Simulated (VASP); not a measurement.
NaLaMnMoO6:

```
Na La Mn Mo O
1.0
     4.97775   -2.88146    0.02055
     4.97775    2.88146    0.02055
    -3.06086    0.00000    4.59785
Na La Mn Mo O
1 1 1 1 6
Direct
  0.99482 0.99482 0.49994
  0.75307 0.75307 0.78825
  0.25016 0.25016 0.19811
  0.49867 0.49867 0.99722
  0.30338 0.30338 0.61396
  0.32902 0.82850 0.87649
  0.19558 0.63630 0.15354
  0.63630 0.19558 0.15354
  0.82850 0.32902 0.87649
  0.71050 0.71050 0.34246
```

The cell was built by a generator and needn't be a form met in nature.

| Item | Value |
| --- | --- |
| Program | VASP 6.6.1 |
| Task | relaxation of cell and atoms |
| Functional | PBE |
| Dispersion | rVV10 |
| Potentials or basis | VASP PAW PBE potentials, release 64 (Na_pv, La, Mn_pv, Mo_sv, O) |
| Cutoff | 600 eV |
| k mesh | 6 × 6 × 6 |
| Occupations | fermi-dirac, width 0.05 eV |
| Spin | collinear spin, ferromagnetic start |
| Starting moments | [0.0, 0.0, 4.0, 1.0, 0.0, 0.0, 0.0, 0.0, 0.0, 0.0] μB |

At the start: pressure -1.5 GPa; volume 13.23 Å³/atom.

Question: Where does the relaxation end?

Answer: Over 25 steps the energy falls by 3.2 meV/atom and the volume is 12.79 Å³/atom (-3.3 %); space group Cm (No. 8, to 0.05 Å); moment 5.00 μB per cell.

Step by step:
```tsv
step	energy change (eV)	largest force (eV/Å)	pressure (GPa)	volume (Å³)
1	0.0000	0.0769	-1.46	132.26
2	-0.0067	0.2387	0.96	129.96
3	-0.0081	0.1906	0.25	130.62
4	-0.0129	0.1410	0.04	130.06
5	-0.0130	0.1508	0.02	130.00
6	-0.0162	0.1094	-0.04	129.80
7	-0.0193	0.1369	-0.16	129.39
8	-0.0219	0.0854	0.08	129.06
9	-0.0227	0.1335	0.28	128.78
10	-0.0246	0.1136	-0.05	128.80
11	-0.0250	0.1063	-0.27	128.82
12	-0.0265	0.0797	-0.03	128.50
13	-0.0267	0.1164	0.07	128.36
14	-0.0284	0.0771	0.06	128.19
15	-0.0290	0.0709	0.05	128.02
16	-0.0299	0.0515	-0.07	127.99
17	-0.0299	0.0543	-0.11	127.98
18	-0.0307	0.0373	0.15	127.79
19	-0.0307	0.0472	0.25	127.72
20	-0.0313	0.0268	0.00	127.87
21	-0.0313	0.0292	-0.01	127.87
22	-0.0314	0.0219	-0.01	127.88
23	-0.0315	0.0225	-0.01	127.90
24	-0.0315	0.0337	-0.02	127.90
25	-0.0316	0.0112	0.00	127.89
```

Final structure:
```
CELL_PARAMETERS angstrom
4.87493 -2.87061 -0.03336
4.87493 2.87061 -0.03336
-3.04755 0.00000 4.59046
ATOMIC_POSITIONS crystal
Na 0.00471 0.00471 0.50189
La 0.75637 0.75637 0.78400
Mn 0.24990 0.24990 0.20327
Mo 0.49893 0.49893 0.99727
O 0.29153 0.29153 0.61185
O 0.32069 0.82554 0.87084
O 0.19723 0.63695 0.15960
O 0.63695 0.19723 0.15960
O 0.82554 0.32069 0.87084
O 0.71813 0.71813 0.34084
```

Caveat: a cell with one magnetic atom can't hold antiferromagnetic order, which such compounds often take.
